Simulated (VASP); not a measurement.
Method: r2SCAN meta-GGA, VASP's PBE PAW potentials (set 64) (plane waves; VASP).

A VASP calculation is set up with these files.

### INCAR
```
! general
SYSTEM   =  NiP
PREC     =  Accurate
ENCUT    =  400
LREAL    =  .False.   ! projection in real space or not
LASPH    =  .True.   ! aspherical one-centre terms

! electronic loop
EDIFF    =  1E-6
NELM     =  100
ALGO     =  Normal
LMAXMIX  =  4
LMIXTAU  =  .True.

! smearing
ISMEAR   =  1   ! Methfessel-Paxton
SIGMA    =  0.1

! functional
METAGGA  =  R2SCAN

! spin
ISPIN    =  2
MAGMOM   =  2.0 0.0

! ions
IBRION   =  2   ! conjugate gradients
NSW      =  60
ISIF     =  3   ! ions, shape and volume
EDIFFG   =  -0.01   ! ionic stop

! output
LWAVE    =  .False.
LCHARG   =  .False.
LORBIT   =  10
```

**POSCAR**
```
NiP
1.0
  0.0000000000   2.6673580000   2.6673580000
  2.6673580000   0.0000000000   2.6673580000
  2.6673580000   2.6673580000   0.0000000000
Ni P
1 1
Direct
  0.0000000000   0.0000000000   0.0000000000
  0.2500000000   0.2500000000   0.2500000000
```

### KPOINTS
```
Automatic mesh
0
Gamma
11 11 11
0 0 0
```

POTCAR, in this order: Ni P (PBE.64 set). Program: vasp_std.

Output

**OSZICAR**
```
       N       E                     dE             d eps       ncg     rms          rms(c)
DAV:   1     0.430728229327E+02    0.43073E+02   -0.56153E+03  2720   0.101E+03
DAV:   2    -0.219571812964E+02   -0.65030E+02   -0.60680E+02  2816   0.209E+02
DAV:   3    -0.252356220833E+02   -0.32784E+01   -0.32173E+01  3272   0.539E+01
DAV:   4    -0.252977812425E+02   -0.62159E-01   -0.62102E-01  3248   0.779E+00
DAV:   5    -0.252997592775E+02   -0.19780E-02   -0.19778E-02  3428   0.141E+00    0.158E+01
DAV:   6    -0.294583896134E+02   -0.41586E+01   -0.10072E+02  2816   0.190E+02    0.335E+01
DAV:   7    -0.211530548292E+02    0.83053E+01   -0.18558E+01  3136   0.974E+01    0.786E+00
DAV:   8    -0.207224175867E+02    0.43064E+00   -0.32847E+00  3580   0.319E+01    0.243E+00
DAV:   9    -0.207650729203E+02   -0.42655E-01   -0.35109E-01  3388   0.736E+00    0.152E+00
DAV:  10    -0.207974777717E+02   -0.32405E-01   -0.66000E-02  3132   0.379E+00    0.495E-01
DAV:  11    -0.207999987628E+02   -0.25210E-02   -0.89353E-03  3060   0.101E+00    0.241E-01
DAV:  12    -0.208001187305E+02   -0.11997E-03   -0.34034E-03  3304   0.101E+00    0.155E-01
DAV:  13    -0.208002853037E+02   -0.16657E-03   -0.52520E-04  3696   0.388E-01    0.631E-02
DAV:  14    -0.208003044103E+02   -0.19107E-04   -0.17693E-04  3240   0.210E-01    0.340E-02
DAV:  15    -0.208003183222E+02   -0.13912E-04   -0.27229E-05  3424   0.650E-02    0.209E-02
DAV:  16    -0.208003276861E+02   -0.93639E-05   -0.58157E-05  3536   0.127E-01    0.110E-02
DAV:  17    -0.208003293830E+02   -0.16969E-05   -0.66405E-06  3028   0.319E-02    0.580E-03
DAV:  18    -0.208003311098E+02   -0.17268E-05   -0.34544E-06  2408   0.265E-02    0.446E-03
DAV:  19    -0.208003314204E+02   -0.31056E-06   -0.10060E-06  1664   0.144E-02
   1 F= -.20800331E+02 E0= -.20800009E+02  d E =-.208003E+02  mag=     0.0010
       N       E                     dE             d eps       ncg     rms          rms(c)
DAV:   1    -0.426559575305E+02   -0.21856E+02   -0.19937E+02  3028   0.267E+02    0.460E+01
DAV:   2    -0.494173510011E+02   -0.67614E+01   -0.31320E+02  2720   0.400E+02    0.606E+01
DAV:   3    -0.225011503091E+02    0.26916E+02   -0.71468E+01  3232   0.154E+02    0.161E+01
DAV:   4    -0.211902590844E+02    0.13109E+01   -0.94720E+00  3944   0.562E+01    0.114E+01
DAV:   5    -0.211364877693E+02    0.53771E-01   -0.14865E+00  3272   0.194E+01    0.600E+00
DAV:   6    -0.211079181636E+02    0.28570E-01   -0.22653E-01  3260   0.951E+00    0.347E+00
DAV:   7    -0.210805944440E+02    0.27324E-01   -0.13710E-01  3240   0.731E+00    0.523E-01
DAV:   8    -0.210922104464E+02   -0.11616E-01   -0.31969E-02  3172   0.290E+00    0.331E-01
DAV:   9    -0.210939422681E+02   -0.17318E-02   -0.26472E-03  3136   0.899E-01    0.104E-01
DAV:  10    -0.210938781201E+02    0.64148E-04   -0.38797E-04  3520   0.377E-01    0.445E-02
DAV:  11    -0.210939400938E+02   -0.61974E-04   -0.10477E-04  3180   0.141E-01    0.186E-02
DAV:  12    -0.210939350418E+02    0.50520E-05   -0.32464E-06  3104   0.204E-02    0.158E-02
DAV:  13    -0.210939345029E+02    0.53887E-06   -0.40441E-06  2744   0.308E-02
   2 F= -.21093935E+02 E0= -.21093924E+02  d E =-.293603E+00  mag=     0.0000
       N       E                     dE             d eps       ncg     rms          rms(c)
DAV:   1    -0.233724410663E+02   -0.22785E+01   -0.23933E+01  2840   0.106E+02    0.135E+01
DAV:   2    -0.248212465364E+02   -0.14488E+01   -0.40625E+01  3152   0.145E+02    0.153E+01
DAV:   3    -0.213023925569E+02    0.35189E+01   -0.14559E+01  2944   0.795E+01    0.351E+00
DAV:   4    -0.212509070863E+02    0.51485E-01   -0.36124E-01  2888   0.866E+00    0.201E+00
DAV:   5    -0.212171661994E+02    0.33741E-01   -0.42140E-02  3876   0.316E+00    0.456E-01
DAV:   6    -0.212176753726E+02   -0.50917E-03   -0.34978E-03  2988   0.644E-01    0.340E-01
DAV:   7    -0.212169346609E+02    0.74071E-03   -0.80095E-04  3128   0.517E-01    0.200E-01
DAV:   8    -0.212174284874E+02   -0.49383E-03   -0.73803E-04  2696   0.416E-01    0.565E-02
DAV:   9    -0.212175927217E+02   -0.16423E-03   -0.95301E-05  2736   0.108E-01    0.339E-02
DAV:  10    -0.212175927737E+02   -0.52010E-07   -0.37204E-06  3464   0.204E-02
   3 F= -.21217593E+02 E0= -.21217381E+02  d E =-.417261E+00  mag=    -0.0000
       N       E                     dE             d eps       ncg     rms          rms(c)
DAV:   1    -0.212217575848E+02   -0.41649E-02   -0.43135E-02  2872   0.429E+00    0.610E-01
DAV:   2    -0.212276838881E+02   -0.59263E-02   -0.10373E-01  3060   0.700E+00    0.851E-01
DAV:   3    -0.212176116603E+02    0.10072E-01   -0.43635E-02  3036   0.455E+00    0.958E-02
DAV:   4    -0.212175089196E+02    0.10274E-03   -0.70306E-04  2760   0.219E-01    0.404E-02
DAV:   5    -0.212175013946E+02    0.75250E-05   -0.39119E-05  3428   0.114E-01    0.236E-02
DAV:   6    -0.212174956721E+02    0.57225E-05   -0.87192E-06  2792   0.285E-02    0.902E-03
DAV:   7    -0.212175003546E+02   -0.46825E-05   -0.52903E-06  2728   0.323E-02    0.213E-03
DAV:   8    -0.212174977249E+02    0.26297E-05   -0.17761E-06  2360   0.136E-02    0.265E-03
DAV:   9    -0.212174986895E+02   -0.96463E-06   -0.35028E-07  1380   0.111E-02
   4 F= -.21217499E+02 E0= -.21217296E+02  d E =-.417167E+00  mag=     0.0000
       N       E                     dE             d eps       ncg     rms          rms(c)
DAV:   1    -0.212236436923E+02   -0.61460E-02   -0.62932E-02  2872   0.519E+00    0.729E-01
DAV:   2    -0.212321182937E+02   -0.84746E-02   -0.14848E-01  3068   0.839E+00    0.102E+00
DAV:   3    -0.212177265223E+02    0.14392E-01   -0.62781E-02  3016   0.539E+00    0.121E-01
DAV:   4    -0.212175684511E+02    0.15807E-03   -0.89735E-04  2756   0.284E-01    0.396E-02
DAV:   5    -0.212175551245E+02    0.13327E-04   -0.63175E-05  3472   0.145E-01    0.191E-02
DAV:   6    -0.212175560994E+02   -0.97496E-06   -0.18166E-05  2772   0.520E-02    0.737E-03
DAV:   7    -0.212175565748E+02   -0.47536E-06   -0.74145E-06  2732   0.384E-02
   5 F= -.21217557E+02 E0= -.21217342E+02  d E =-.578853E-04  mag=     0.0000
       N       E                     dE             d eps       ncg     rms          rms(c)
DAV:   1    -0.212186483229E+02   -0.10922E-02   -0.10785E-02  2872   0.214E+00    0.303E-01
DAV:   2    -0.212201227817E+02   -0.14745E-02   -0.25592E-02  3060   0.347E+00    0.423E-01
DAV:   3    -0.212176353669E+02    0.24874E-02   -0.10798E-02  3028   0.225E+00    0.490E-02
DAV:   4    -0.212176100166E+02    0.25350E-04   -0.16281E-04  2752   0.109E-01    0.185E-02
DAV:   5    -0.212176086340E+02    0.13826E-05   -0.10562E-05  3396   0.609E-02    0.893E-03
DAV:   6    -0.212176068989E+02    0.17351E-05   -0.27529E-06  2760   0.176E-02    0.360E-03
DAV:   7    -0.212176081772E+02   -0.12783E-05   -0.11202E-06  1816   0.171E-02    0.994E-04
DAV:   8    -0.212176074419E+02    0.73534E-06   -0.26605E-07  1372   0.553E-03
   6 F= -.21217607E+02 E0= -.21217398E+02  d E =-.108752E-03  mag=    -0.0000
```

**OUTCAR**
```
------------------------ aborting loop because EDIFF is reached ----------------------------------------
  FORCE on cell =-STRESS in cart. coord.  units (eV):
  Direction    XX          YY          ZZ          XY          YZ          ZX
  --------------------------------------------------------------------------------------
  Total        0.0033370      0.0033370      0.0033370      0.0000000      0.0000000      0.0000000
  in kB        0.1717035      0.1717035      0.1717035      0.0000000      0.0000000      0.0000000
  external PRESSURE =       0.1717035 kB  Pullay stress =       0.0000000 kB
  volume of cell :       31.14
      direct lattice vectors                 reciprocal lattice vectors
    -0.000000000  2.497004174  2.497004174    -0.200239954  0.200239954  0.200239954
     2.497004174  0.000000000  2.497004174     0.200239954 -0.200239954  0.200239954
     2.497004174  2.497004174  0.000000000     0.200239954  0.200239954 -0.200239954
 POSITION                                       TOTAL-FORCE (eV/Angst)
 -----------------------------------------------------------------------------------
     -0.00000      0.00000      0.00000        -0.000000      0.000000     -0.000000
      1.24850      1.24850      1.24850         0.000000     -0.000000      0.000000
 -----------------------------------------------------------------------------------
    total drift:                               -0.000020     -0.000020     -0.000020
  FREE ENERGIE OF THE ION-ELECTRON SYSTEM (eV)
  ---------------------------------------------------
  free  energy   TOTEN  =       -21.2176074419 eV

  energy  without entropy=      -21.2169795479  energy(sigma->0) =      -21.21739814

 total charge

# of ion       s       p       d       tot
------------------------------------------
    1        0.596   0.587   8.417   9.600
    2        1.055   1.428   0.000   2.484
--------------------------------------------------
tot          1.651   2.015   8.417  12.084

 magnetization (x)

# of ion       s       p       d       tot
------------------------------------------
    1        0.000   0.000   0.000   0.000
    2       -0.000  -0.000   0.000  -0.000
--------------------------------------------------
tot         -0.000  -0.000   0.000  -0.000

 reached required accuracy - stopping structural energy minimisation
```
(Selected blocks of OUTCAR.)

File CONTCAR:
```
NiP
   1.00000000000000
    -0.0000000000000000    2.4970041736664328    2.4970041736664328
     2.4970041736664328    0.0000000000000000    2.4970041736664328
     2.4970041736664328    2.4970041736664328    0.0000000000000000
  Ni              P
     1     1
Direct
     0.0000000000000000    0.0000000000000000    0.0000000000000000
     0.2500000000000000    0.2500000000000000    0.2500000000000000
```

Energy and stress use the plane-wave basis of the starting cell.

The structure was generated: NiP was put into the zinc blende type (F-43m), which need not be its known phase. This run relaxes it. Symmetry was kept, so distortions that lower it aren't found.
